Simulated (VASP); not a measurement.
A 63-atom supercell of SiC (zinc blende) holds Si vacancy in charge state +1. It is relaxed twice, with the total moment held at 1 and at 3 μB. Calculation: PBE GGA, VASP's PBE PAW potentials (set 64) (plane waves; VASP 6.6.1). Settings: PREC = Normal, LREAL = Auto, ISYM = 0, NELECT = 251.0, EDIFF = 1E-5, 400 eV cut-off, 1×1×1 Γ-centred mesh, Gaussian smearing of 0.050 eV, potentials Si C.

The cell is charged, with a uniform compensating background. The supercell is sampled at Γ alone, which is coarse: total energies, pressure and levels can be off, energies of defects by several tenths of an eV.

**Question.** Which spin state lies lower, and by how much?

**Answer.** The state with 1 μB lies lower, by 0.63 eV.

The cell is a supercell with a defect, built from SiC (zinc blende).
